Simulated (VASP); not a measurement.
A convergence study with VASP on Nb$_{3}$Sn (space group no. 223 when undisturbed): a few settings are varied, all else stays as given below, so the limit is that of these other settings. One atom is moved off its site, so that forces are finite.

```xyz
8
Lattice="5.3059 0.0000 0.0000 0.0000 5.3059 0.0000 0.0000 0.0000 5.3059" Properties=species:S:1:pos:R:3 pbc="T T T"
Nb     1.3765     0.0000     2.6529
Nb     2.6529     1.3265     0.0000
Nb     2.6529     3.9794     0.0000
Nb     3.9794     0.0000     2.6529
Nb     0.0000     2.6529     3.9794
Nb     0.0000     2.6529     1.3265
Sn     2.6529     2.6529     2.6529
Sn     0.0000     0.0000     0.0000
```

The numbers are results of PBE GGA, VASP's PBE PAW potentials (set 64) (plane waves; VASP), not measurements. The last row used: 300 eV cut-off, 6×6×6 Γ-centred mesh, Fermi-Dirac smearing of 0.10 eV, potentials Nb_sv Sn_d.

| setting | E (eV/atom) | pressure (GPa) | largest force (eV/Å) | irreducible k-points |
|---|---|---|---|---|
| NBANDS = 54 | -8.7927 | 0.32 | 0.377 | 64 |
| NBANDS = 55 | -8.7924 | 0.33 | 0.373 | 64 |
| NBANDS = 56 | -8.7923 | 0.34 | ___ | 64 |
| NBANDS = 57 | -8.7923 | 0.34 | 0.377 | 64 |
| NBANDS = 59 | -8.7923 | 0.33 | 0.381 | 64 |
| NBANDS = 63 | -8.7923 | 0.33 | 0.381 | 64 |
| NBANDS = 69 | -8.7923 | 0.33 | 0.381 | 64 |
| NBANDS = 85 | -8.7923 | 0.33 | 0.380 | 64 |

Fill in the missing entries.

- NBANDS = 56, largest force (eV/Å): 0.374

VASP warned of too few bands at NBANDS = 54; NBANDS = 55; NBANDS = 56; NBANDS = 57.

Left out are rungs that failed or repeat a setting and relaxations that didn't move; long series are thinned to 24 rows.

The structure is a typed Nb3Sn crystal (space group no. 223). The cell was not relaxed at this level, it is distorted from the ideal structure. VASP warned that the highest band is occupied, so more bands are needed.
